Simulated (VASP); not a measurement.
Input:

```xyz
3
Lattice="3.8856 0.0000 0.0000 -1.9428 3.3651 0.0000 0.0000 0.0000 6.2683" Properties=species:S:1:pos:R:3 pbc="T T T"
Te     0.0000     0.0000     0.0000
Se     0.0000     2.2434     1.5796
Se     1.9428     1.1217     4.6887
```

Computed with PBE GGA, VASP's PBE PAW potentials (set 64) (plane waves; VASP). Numerical set-up: 400 eV cut-off, KSPACING 0.3 per Å, Gaussian smearing of 0.050 eV, potentials Te Se.

Question: Estimate the energy per atom (σ→0), pressure, largest force.

Answer: 
```yaml
energy per atom (σ→0): -3.337 eV/atom
pressure: 6.67 GPa
largest_force: 0.01983 Ha/bohr
```

The structure was generated: TeSe2 was put into the CdI2 type (P-3m1), which need not be its known phase. The cell was not relaxed at this level. The run is one of a series of settings (KGAMMA = .TRUE., KSPACING = 0.3, KPOINTS file removed against the base run), some of them coarse on purpose.
